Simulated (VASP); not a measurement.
Here is the system:

```xyz
2
Lattice="0.0000 1.9970 1.9970 1.9970 0.0000 1.9970 1.9970 1.9970 0.0000" Properties=species:S:1:pos:R:3 pbc="T T T"
Li     0.0000     0.0000     0.0000
H      1.9970     1.9970     1.9970
```

Level of theory: r2SCAN meta-GGA, VASP's PBE PAW potentials (set 64) (plane waves; VASP). Run with 520 eV cut-off, 13×13×13 Γ-centred mesh, tetrahedra with Blöchl corrections, potentials Li_sv H.

Question: Give the energies of bands 2 to 4 at the high-symmetry points, in eV from the valence-band maximum.

Answer: 
| band | Γ | X | U | L | W |
|---|---|---|---|---|---|
| 2 | -5.49 | 0.00 | -0.53 | -2.67 | -0.25 |
| 3 | 17.79 | 3.58 | 4.78 | 5.70 | 5.98 |
| 4 | 19.52 | 11.80 | 8.44 | 15.04 | 5.98 |

The gap is direct, 3.58 eV, from the valence maximum at X to the conduction minimum at X.

The compound is LiH in the rock salt structure. It was relaxed first, which changed the volume by -6 %.
